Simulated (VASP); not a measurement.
Consider the following.

```yaml
crystal:
  lattice:
    - [0.00000, 2.69125, 2.69125]
    - [2.58360, 0.00000, 2.69125]
    - [2.58360, 2.69125, 0.00000]
  atoms:
    - { symbol: Zn, position: [0.00000, 0.00000, 0.00000] }
    - { symbol: S, position: [0.25000, 0.25000, 0.25000] }
```

All values below come from r2SCAN meta-GGA, VASP's PBE PAW potentials (set 64) (plane waves; VASP). Run with 480 eV cut-off, 8×8×8 Γ-centred mesh, Gaussian smearing of 0.050 eV, potentials Zn S.

### Question
What does the run give for the energy per atom (σ→0), pressure, band gap (on the k-mesh) with the smallest direct gap where there is one?

### Answer

```json
{
  "band gap (on the k-mesh)": "2.83 eV",
  "smallest direct gap (on the k-mesh)": "2.83 eV",
  "energy per atom (σ→0)": "-9.420 eV/atom",
  "pressure": "3.91 GPa"
}
```

Total energies compare only between runs with the same potentials, cut-off and functional.

The compound is ZnS in the zinc blende structure. This cell was strained or had an atom moved on purpose.
